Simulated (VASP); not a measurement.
Given:

```
CELL_PARAMETERS angstrom
      6.17025     0.00000     0.00000
      0.00000     6.17025     0.00000
      0.00000     0.00000     6.17025
ATOMIC_POSITIONS crystal
  Pb 0.00000 0.00000 0.00000
  Pb 0.50000 0.50000 0.00000
  Pb 0.50000 0.00000 0.50000
  Pb 0.00000 0.50000 0.50000
  Se 0.50000 0.50000 0.50000
  Se 0.00000 0.00000 0.50000
  Se 0.00000 0.50000 0.00000
  S  0.50000 0.00000 0.00000
```

The numbers are results of PBE GGA, VASP's PBE PAW potentials (set 64) (plane waves; VASP 6.6.1), not measurements. Settings: 400 eV cut-off, 4×4×4 Γ-centred mesh, Gaussian smearing of 0.050 eV, potentials Pb_d Se S.

Unless said otherwise, spin-orbit coupling is left out, though it shifts the bands of the heavy elements here.

### Question
Estimate the energy per atom (σ→0), band gap (on the k-mesh) with the smallest direct gap where there is one.

### Answer

```
Quantity                                      Value
-----------------------------------  --------------
band gap (on the k-mesh)                    0.32 eV
smallest direct gap (on the k-mesh)         0.32 eV
energy per atom (σ→0)                -4.154 eV/atom
```

Total energies compare only between runs with the same potentials, cut-off and functional.

The structure was generated: Pb4SSe3 was put into an ordered model structure (Pm-3m), which need not be its known phase. It was relaxed first.
